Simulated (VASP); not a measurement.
Output of a VASP run:

### OSZICAR
```
...
       N       E                     dE             d eps       ncg     rms          rms(c)
DAV:   1    -0.218378384685E+03   -0.68657E-02   -0.60147E-01   336   0.138E+00    0.420E-01
RMM:   2    -0.218381738021E+03   -0.33533E-02   -0.39924E-02   320   0.368E-01    0.101E-01
RMM:   3    -0.218382310825E+03   -0.57280E-03   -0.60723E-03   350   0.145E-01    0.983E-02
RMM:   4    -0.218382303946E+03    0.68786E-05   -0.87842E-04   350   0.529E-02    0.668E-02
RMM:   5    -0.218382285446E+03    0.18500E-04   -0.30137E-04   323   0.286E-02    0.220E-02
RMM:   6    -0.218382288425E+03   -0.29783E-05   -0.62245E-05   260   0.125E-02
   5 F= -.21838229E+03 E0= -.21834141E+03  d E =-.107701E-01
       N       E                     dE             d eps       ncg     rms          rms(c)
DAV:   1    -0.218366736598E+03    0.15549E-01   -0.42866E+00   320   0.369E+00    0.112E+00
RMM:   2    -0.218390932298E+03   -0.24196E-01   -0.28726E-01   320   0.986E-01    0.268E-01
RMM:   3    -0.218395194557E+03   -0.42623E-02   -0.44787E-02   353   0.389E-01    0.272E-01
RMM:   4    -0.218395025065E+03    0.16949E-03   -0.59979E-03   349   0.141E-01    0.174E-01
RMM:   5    -0.218394933168E+03    0.91897E-04   -0.23063E-03   325   0.777E-02    0.523E-02
RMM:   6    -0.218394949107E+03   -0.15938E-04   -0.46419E-04   364   0.335E-02    0.407E-02
RMM:   7    -0.218394939757E+03    0.93492E-05   -0.16608E-04   318   0.170E-02    0.219E-02
RMM:   8    -0.218394941180E+03   -0.14226E-05   -0.28224E-05   218   0.864E-03
   6 F= -.21839494E+03 E0= -.21835480E+03  d E =-.234228E-01
       N       E                     dE             d eps       ncg     rms          rms(c)
DAV:   1    -0.218394811953E+03    0.12780E-03   -0.31815E-02   368   0.317E-01    0.988E-02
RMM:   2    -0.218394993254E+03   -0.18130E-03   -0.21776E-03   320   0.856E-02    0.224E-02
RMM:   3    -0.218395027837E+03   -0.34582E-04   -0.35464E-04   355   0.341E-02    0.230E-02
RMM:   4    -0.218395027187E+03    0.65033E-06   -0.45946E-05   247   0.124E-02
   7 F= -.21839503E+03 E0= -.21835496E+03  d E =-.235089E-01
       N       E                     dE             d eps       ncg     rms          rms(c)
DAV:   1    -0.218395681586E+03   -0.65375E-03   -0.20317E-01   352   0.797E-01    0.227E-01
RMM:   2    -0.218396783571E+03   -0.11020E-02   -0.13180E-02   320   0.210E-01    0.519E-02
RMM:   3    -0.218397004883E+03   -0.22131E-03   -0.22515E-03   356   0.837E-02    0.574E-02
RMM:   4    -0.218396998810E+03    0.60734E-05   -0.28062E-04   346   0.306E-02    0.388E-02
RMM:   5    -0.218396989091E+03    0.97184E-05   -0.12451E-04   289   0.180E-02    0.115E-02
RMM:   6    -0.218396989790E+03   -0.69886E-06   -0.21020E-05   199   0.784E-03
   8 F= -.21839699E+03 E0= -.21835693E+03  d E =-.196260E-02
       N       E                     dE             d eps       ncg     rms          rms(c)
DAV:   1    -0.218394579301E+03    0.24098E-02   -0.54681E-01   320   0.131E+00    0.370E-01
RMM:   2    -0.218397589965E+03   -0.30107E-02   -0.35874E-02   320   0.346E-01    0.856E-02
RMM:   3    -0.218398197222E+03   -0.60726E-03   -0.61464E-03   357   0.138E-01    0.955E-02
RMM:   4    -0.218398172749E+03    0.24473E-04   -0.74656E-04   346   0.503E-02    0.621E-02
RMM:   5    -0.218398151555E+03    0.21194E-04   -0.33083E-04   322   0.293E-02    0.177E-02
RMM:   6    -0.218398154570E+03   -0.30149E-05   -0.66532E-05   263   0.128E-02
   9 F= -.21839815E+03 E0= -.21835814E+03  d E =-.312738E-02
```

OUTCAR:
```
------------------------ aborting loop because EDIFF is reached ----------------------------------------
  FORCE on cell =-STRESS in cart. coord.  units (eV):
  Direction    XX          YY          ZZ          XY          YZ          ZX
  --------------------------------------------------------------------------------------
  Total      -12.4545234    -12.4575113    -12.2623549     -0.0002998      0.0187951     -0.0025580
  in kB      -12.3805546    -12.3835248    -12.1895274     -0.0002981      0.0186834     -0.0025428
  external PRESSURE =     -12.3178689 kB  Pullay stress =       0.0000000 kB
  volume of cell :     1611.75
      direct lattice vectors                 reciprocal lattice vectors
     0.000000000  9.305846112  9.305846112    -0.053729666  0.053729666  0.053729666
     9.305846112  0.000000000  9.305846112     0.053729666 -0.053729666  0.053729666
     9.305846112  9.305846112  0.000000000     0.053729666  0.053729666 -0.053729666
  FREE ENERGIE OF THE ION-ELECTRON SYSTEM (eV)
  ---------------------------------------------------
  free  energy   TOTEN  =      -218.3981545700 eV

  energy  without entropy=     -218.3181304166  energy(sigma->0) =     -218.35814249

 reached required accuracy - stopping structural energy minimisation
```
(Selected blocks of OUTCAR.)

File POSCAR:
```
Pb26Se27
1
    0.0000000000     9.3058461119     9.3058461119
    9.3058461119     0.0000000000     9.3058461119
    9.3058461119     9.3058461119     0.0000000000
Pb Se
26 27
Direct
  0.0000000000   0.0000000000   0.0000000000
  0.0000000000   0.0000000000   0.3333330000
  0.0000000000   0.0000000000   0.6666670000
  0.0000000000   0.3333330000   0.0000000000
  0.0000000000   0.3333330000   0.3333330000
  0.0000000000   0.3333330000   0.6666670000
  0.0000000000   0.6666670000   0.0000000000
  0.0000000000   0.6666670000   0.3333330000
  0.0000000000   0.6666670000   0.6666670000
  0.3333330000   0.0000000000   0.0000000000
  0.3333330000   0.0000000000   0.3333330000
  0.3333330000   0.0000000000   0.6666670000
  0.3333330000   0.3333330000   0.0000000000
  0.3333330000   0.3333330000   0.3333330000
  0.3333330000   0.6666670000   0.0000000000
  0.3333330000   0.6666670000   0.3333330000
  0.3333330000   0.6666670000   0.6666670000
  0.6666670000   0.0000000000   0.0000000000
  0.6666670000   0.0000000000   0.3333330000
  0.6666670000   0.0000000000   0.6666670000
  0.6666670000   0.3333330000   0.0000000000
  0.6666670000   0.3333330000   0.3333330000
  0.6666670000   0.3333330000   0.6666670000
  0.6666670000   0.6666670000   0.0000000000
  0.6666670000   0.6666670000   0.3333330000
  0.6666670000   0.6666670000   0.6666670000
  0.1666670000   0.1666670000   0.1666670000
  0.1666670000   0.1666670000   0.5000000000
  0.1667100000   0.1630350000   0.8375760000
  0.1666670000   0.5000000000   0.1666670000
  0.1653930000   0.4983500000   0.5055550000
  0.1669950000   0.5018820000   0.8365200000
  0.1666670000   0.8333330000   0.1666670000
  0.1666670000   0.8333330000   0.5000000000
  0.1666670000   0.8333330000   0.8333330000
  0.5000000000   0.1666670000   0.1666670000
  0.4987800000   0.1629550000   0.4997170000
  0.5023340000   0.1678650000   0.8357530000
  0.5000000000   0.5000000000   0.1666670000
  0.4983920000   0.5037790000   0.4984960000
  0.5000000000   0.5000000000   0.8333330000
  0.5000000000   0.8333330000   0.1666670000
  0.5000000000   0.8333330000   0.5000000000
  0.5000000000   0.8333330000   0.8333330000
  0.8333330000   0.1666670000   0.1666670000
  0.8333330000   0.1666670000   0.5000000000
  0.8333330000   0.1666670000   0.8333330000
  0.8333330000   0.5000000000   0.1666670000
  0.8333330000   0.5000000000   0.5000000000
  0.8333330000   0.5000000000   0.8333330000
  0.8333330000   0.8333330000   0.1666670000
  0.8333330000   0.8333330000   0.5000000000
  0.8333330000   0.8333330000   0.8333330000
```

Task: Reconstruct the remaining input files.

Result: Several could match; the one computed here: the input of the run itself, PBE GGA, plane waves, VASP's PBE PAW potentials (set 64).

### INCAR
```
SYSTEM = Pb26Se27
PREC = Normal; ENCUT = 400; LREAL = Auto
LASPH = .TRUE.; ISYM = 0
EDIFF = 1E-5; NELM = 100; NELMIN = 4
ALGO = Fast; LMAXMIX = 4
ISMEAR = 0; SIGMA = 0.05
GGA = PE
IBRION = 2; NSW = 60; ISIF = 2
EDIFFG = -0.03
LWAVE = .FALSE.; LCHARG = .FALSE.
```

File KPOINTS:
```
Automatic mesh
0
Gamma
1 1 1
0 0 0
```

POTCAR, in this order: Pb Se (PBE.64 set). Program: vasp_gam.

The supercell is sampled at Γ alone, which is coarse: total energies, pressure and levels can be off, energies of defects by several tenths of an eV.

The cell is a supercell with a defect, built from a database entry that may be metastable or hypothetical: vac_Pb. The run is not spin-polarised, so no state with unpaired spins was tried.
